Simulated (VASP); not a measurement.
An input for Quantum ESPRESSO's pw.x (written as the equivalent of a VASP run, and not itself run):

```
&CONTROL
  calculation = 'scf'
  pseudo_dir = './pseudo'
  outdir = './out'
  tprnfor = .true.
  tstress = .true.
/
&SYSTEM
  ibrav = 0
  nat = 3
  ntyp = 2
  ecutwfc = 102
  occupations = 'smearing'
  smearing = 'gaussian'
  degauss = 0.003675
  input_dft = 'pbe'
/
&ELECTRONS
  conv_thr = 7.3e-09
  electron_maxstep = 100
/
ATOMIC_SPECIES
  Cd 112.414 Cd.upf
  I 126.904 I.upf
CELL_PARAMETERS angstrom
     2.1651462   -3.7501435   -0.0000000
     2.1651462    3.7501435    0.0000000
     0.0000000    0.0000000    7.4081580
ATOMIC_POSITIONS crystal
  Cd   0.0000000  1.0000000  0.0000000
  I    0.3333330  0.6666670  0.2318990
  I    0.6666670  0.3333330  0.7681010
K_POINTS automatic
  6 6 4 0 0 0
```

Q: Translate this input to VASP (INCAR, KPOINTS, POSCAR, choice of POTCAR).

A: This is not unique; one that fits is 
### POSCAR
```
CdI2
1
    2.1651461853    -3.7501435046    -0.0000000000
    2.1651461853     3.7501435046     0.0000000000
    0.0000000000     0.0000000000     7.4081580340
Cd I
1 2
Direct
  0.0000000000   1.0000000000   0.0000000000
  0.3333330000   0.6666670000   0.2318990077
  0.6666670000   0.3333330000   0.7681009923
```

INCAR:
```
ALGO = Normal
EDIFF = 1E-7
ENCUT = 480
GGA = PE
ISIF = 2
ISMEAR = 0
LASPH = T
LCHARG = F
LMAXMIX = 4
LREAL = F
LWAVE = F
NELM = 100
PREC = Accurate
SIGMA = 0.05
SYSTEM = CdI2
```

### KPOINTS
```
Regular mesh
0
G
  6 6 4
```

POTCAR, in this order: Cd I (PBE.64 set). Program: vasp_std.

The two are equivalent in intent, not identical: the potentials are each code's own (VASP's PAW set, PseudoDojo norm-conserving files in pw.x), so ENCUT and ecutwfc are chosen apart and not converted; conv_thr bounds pw.x's estimated SCF error, while EDIFF bounds the energy change between steps.

The compound is CdI2 in the 1T layered structure. It was relaxed first, which changed the volume by +13 %.
